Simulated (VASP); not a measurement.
Output of a VASP run:

File OSZICAR:
```
       N       E                     dE             d eps       ncg     rms          rms(c)
DAV:   1     0.936207446391E+02    0.93621E+02   -0.87878E+03 10344   0.135E+03
DAV:   2    -0.127588754802E+02   -0.10638E+03   -0.95266E+02 10262   0.259E+02
DAV:   3    -0.160679814475E+02   -0.33091E+01   -0.32101E+01 12839   0.553E+01
DAV:   4    -0.161009631213E+02   -0.32982E-01   -0.32968E-01 11400   0.470E+00
DAV:   5    -0.161018510695E+02   -0.88795E-03   -0.88793E-03 13428   0.878E-01    0.178E+01
DAV:   6    -0.168069154330E+02   -0.70506E+00   -0.11856E+01 10775   0.787E+01    0.211E+01
DAV:   7    -0.149189049731E+02    0.18880E+01   -0.84055E+00 12793   0.775E+01    0.924E+00
DAV:   8    -0.148303108849E+02    0.88594E-01   -0.45507E-01 12388   0.111E+01    0.427E+00
DAV:   9    -0.147593397394E+02    0.70971E-01   -0.12089E-01 14725   0.758E+00    0.195E+00
DAV:  10    -0.147486546975E+02    0.10685E-01   -0.31432E-02 15582   0.345E+00    0.634E-01
DAV:  11    -0.147484310320E+02    0.22367E-03   -0.22959E-03 12360   0.670E-01    0.263E-01
DAV:  12    -0.147484382252E+02   -0.71931E-05   -0.11499E-04 12197   0.117E-01    0.997E-02
DAV:  13    -0.147484391907E+02   -0.96554E-06   -0.50011E-05 12397   0.747E-02    0.347E-02
DAV:  14    -0.147484378823E+02    0.13084E-05   -0.92975E-06 13564   0.597E-02    0.927E-03
DAV:  15    -0.147484380935E+02   -0.21123E-06   -0.10799E-06 14489   0.183E-02    0.360E-03
DAV:  16    -0.147484382916E+02   -0.19811E-06   -0.15484E-07  6764   0.922E-03    0.274E-03
DAV:  17    -0.147484382599E+02    0.31720E-07   -0.41339E-08  5677   0.419E-03
   1 F= -.15853868E+02 E0= -.15854029E+02  d E =-.158539E+02  mag=     3.1815
       N       E                     dE             d eps       ncg     rms          rms(c)
DAV:   1    -0.147491749121E+02   -0.73662E-03   -0.34359E-02 11284   0.151E+00    0.171E-01
DAV:   2    -0.147490715817E+02    0.10333E-03   -0.20247E-03 13590   0.114E+00    0.249E-01
DAV:   3    -0.147487078693E+02    0.36371E-03   -0.10306E-03 12851   0.905E-01    0.805E-02
DAV:   4    -0.147486382452E+02    0.69624E-04   -0.11075E-04 12967   0.109E-01    0.365E-02
DAV:   5    -0.147486333552E+02    0.48900E-05   -0.12474E-05 14287   0.737E-02    0.135E-02
DAV:   6    -0.147486325996E+02    0.75559E-06   -0.91463E-07 11537   0.987E-03    0.527E-03
DAV:   7    -0.147486325611E+02    0.38552E-07   -0.14320E-07  8435   0.539E-03
   2 F= -.15854061E+02 E0= -.15854256E+02  d E =-.193271E-03  mag=     3.1770
       N       E                     dE             d eps       ncg     rms          rms(c)
DAV:   1    -0.147487066056E+02   -0.74006E-04   -0.37126E-03 11312   0.497E-01    0.561E-02
DAV:   2    -0.147486946423E+02    0.11963E-04   -0.21511E-04 13585   0.372E-01    0.805E-02
DAV:   3    -0.147486561033E+02    0.38539E-04   -0.11011E-04 12850   0.295E-01    0.267E-02
DAV:   4    -0.147486484846E+02    0.76187E-05   -0.12079E-05 13016   0.364E-02    0.118E-02
DAV:   5    -0.147486479601E+02    0.52446E-06   -0.13727E-06 14291   0.244E-02    0.427E-03
DAV:   6    -0.147486478812E+02    0.78955E-07   -0.92315E-08  6137   0.324E-03
   3 F= -.15854075E+02 E0= -.15854283E+02  d E =-.207343E-03  mag=     3.1756
```

### OUTCAR
```
------------------------ aborting loop because EDIFF is reached ----------------------------------------
  Edisp (eV):   -1.10543
  FORCE on cell =-STRESS in cart. coord.  units (eV):
  Direction    XX          YY          ZZ          XY          YZ          ZX
  --------------------------------------------------------------------------------------
  Total       1.14231     1.14231     1.14538     0.00000     0.00000     0.00000
  in kB      69.22237    69.22237    69.40828     0.00000     0.00000     0.00000
  external pressure =       69.28 kB  Pullay stress =        0.00 kB
  volume of cell :       26.44
      direct lattice vectors                 reciprocal lattice vectors
     2.673006648  0.000000000  0.000000000     0.374110555  0.000000000 -0.000000000
     0.000000000  2.673006648  0.000000000     0.000000000  0.374110555  0.000000000
     0.000000000  0.000000000  3.700406382    -0.000000000 -0.000000000  0.270240589
 POSITION                                       TOTAL-FORCE (eV/Angst)
 -----------------------------------------------------------------------------------
      0.00000      0.00000      0.00000        -0.000000      0.000000      0.000000
      1.33650      1.33650      1.85020         0.000000      0.000000      0.000000
 -----------------------------------------------------------------------------------
    total drift:                               -0.000000      0.000000      0.000000
  FREE ENERGIE OF THE ION-ELECTRON SYSTEM (eV)
  ---------------------------------------------------
  free  energy   TOTEN  =       -15.8540749586 eV

  energy  without entropy=      -15.8546984419  energy(sigma->0) =      -15.85428279

 total charge

# of ion       s       p       d       tot
------------------------------------------
    1        0.424   0.486   6.168   7.078
    2        0.740   0.721   8.084   9.544
--------------------------------------------------
tot          1.163   1.207  14.252  16.622

 magnetization (x)

# of ion       s       p       d       tot
------------------------------------------
    1        0.003  -0.006   2.834   2.831
    2       -0.025  -0.070   0.408   0.314
--------------------------------------------------
tot         -0.022  -0.076   3.243   3.145

 reached required accuracy - stopping structural energy minimisation
```
(Selected blocks of OUTCAR.)

File POSCAR:
```
FePt
1
    2.6769014101     0.0000000000     0.0000000000
    0.0000000000     2.6769014101     0.0000000000
    0.0000000000     0.0000000000     3.6896463898
Fe Pt
1 1
Direct
  1.0000000000   0.0000000000   0.0000000000
  0.5000000000   0.5000000000   0.5000000000
```

Problem. Write an INCAR and KPOINTS that could have produced this output.

Solution. One answer among several that fit: the input of the run itself, PBE GGA with D4 dispersion, plane waves, VASP's PBE PAW potentials (set 64).

**INCAR**
```
# general
SYSTEM   =  FePt
PREC     =  Accurate
ENCUT    =  520
LREAL    =  .False.   # projection in real space or not
LASPH    =  .True.

# electronic loop
EDIFF    =  1E-7   # SCF stop (eV)
NELM     =  100   # most electronic steps
ALGO     =  Normal
LMAXMIX  =  6   # l cut-off of mixed one-centre charges

# smearing
ISMEAR   =  1   # Methfessel-Paxton
SIGMA    =  0.1   # width (eV)

# functional
GGA      =  PE
IVDW     =  13   # D4

# spin
ISPIN    =  2
MAGMOM   =  2.9 0.3

# ions
IBRION   =  2   # conjugate gradients
NSW      =  30
ISIF     =  4   # ions and shape, fixed volume
EDIFFG   =  -0.01

# output
LWAVE    =  .False.
LCHARG   =  .False.
LORBIT   =  10
```

File KPOINTS:
```
kpoints
0
G
  13 13 10
0 0 0
```

POTCAR, in this order: Fe Pt (PBE.64 set). Program: vasp_std.

The compound is FePt in the L1_0 structure. This cell is one point of a volume scan, at 0.97 of the reference volume. Symmetry was kept, so distortions that lower it aren't found.
